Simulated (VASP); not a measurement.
Calculation: PBE GGA, VASP's PBE PAW potentials (set 64) (plane waves; VASP).

A VASP calculation is set up with these files.

POSCAR:
```
Li2Se
3.0
  0.0000000000   1.0000000000   1.0000000000
  1.0000000000   0.0000000000   1.0000000000
  1.0000000000   1.0000000000   0.0000000000
Li Se
2 1
Direct
  0.2500000000   0.2500000000   0.2500000000
  0.7500000000   0.7500000000   0.7500000000
  0.0000000000   0.0000000000   0.0000000000
```

**INCAR**
```
LWAVE  =  .FALSE.
SYSTEM  =  Li2Se
LREAL  =  .FALSE.
LASPH  =  .TRUE.   ! aspherical one-centre terms
ALGO  =  Normal
SIGMA  =  0.05
PREC  =  Accurate
NELM  =  100   ! most electronic steps
LMAXMIX  =  4
LCHARG  =  .FALSE.
ENCUT  =  520
ISMEAR  =  0   ! Gaussian
EDIFF  =  1E-6
ISIF  =  2   ! forces and stress, cell fixed
GGA  =  PE   ! PBE
```

KPOINTS:
```
kpoints
0
gamma
 7 7 7
```

POTCAR, in this order: Li_sv Se (PBE.64 set). Program: vasp_std.

**Question.** Predict the energy per atom (σ→0).

**Answer.** 
```yaml
energy per atom (σ→0): -3.711 eV/atom
```

### OSZICAR
```
...
DAV:   7    -0.111245840158E+02    0.13364E-01   -0.15625E-01   546   0.193E+00    0.730E-01
DAV:   8    -0.111323696553E+02   -0.77856E-02   -0.20390E-02   504   0.100E+00    0.200E-01
DAV:   9    -0.111324776009E+02   -0.10795E-03   -0.12223E-03   576   0.207E-01    0.101E-01
DAV:  10    -0.111328146994E+02   -0.33710E-03   -0.61395E-04   432   0.156E-01    0.387E-02
DAV:  11    -0.111328197635E+02   -0.50641E-05   -0.25431E-05   538   0.376E-02    0.788E-03
DAV:  12    -0.111328258363E+02   -0.60728E-05   -0.83279E-06   444   0.203E-02    0.316E-03
DAV:  13    -0.111328254161E+02    0.42020E-06   -0.15238E-07   416   0.430E-03
   1 F= -.11132825E+02 E0= -.11132825E+02  d E =-.448473E-17
```

The compound is Li2Se in the antifluorite structure. The cell was not relaxed at this level.
